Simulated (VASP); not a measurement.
Here is the system:

```yaml
crystal:
  lattice:
    - [4.10636, 0.00000, 0.00000]
    - [0.00000, 4.10636, 0.00000]
    - [0.00000, 0.00000, 4.10636]
  atoms:
    - { symbol: Sc, position: [0.00000, 0.00000, 0.00000] }
    - { symbol: Al, position: [0.00000, 0.50000, 0.50000] }
    - { symbol: Al, position: [0.50000, 0.00000, 0.50000] }
    - { symbol: Al, position: [0.50000, 0.50000, 0.00000] }
```

The numbers are results of PBE GGA, VASP's PBE PAW potentials (set 64) (plane waves; VASP), not measurements. Numerical set-up: 400 eV cut-off, 7×7×7 Γ-centred mesh, first-order Methfessel-Paxton smearing of 0.10 eV, potentials Sc_sv Al.

### Question
Estimate the energy per atom (σ→0), band gap (on the k-mesh) with the smallest direct gap where there is one.

### Answer

* **band gap (on the k-mesh)**: none (metal, semimetal or under 0.01 eV)
* **energy per atom (σ→0)**: -4.824 eV/atom

Only differences to runs with the same potentials and settings are physical.

The compound is Al3Sc in the L1_2 structure. It was relaxed first. The start is the result of an earlier pass.
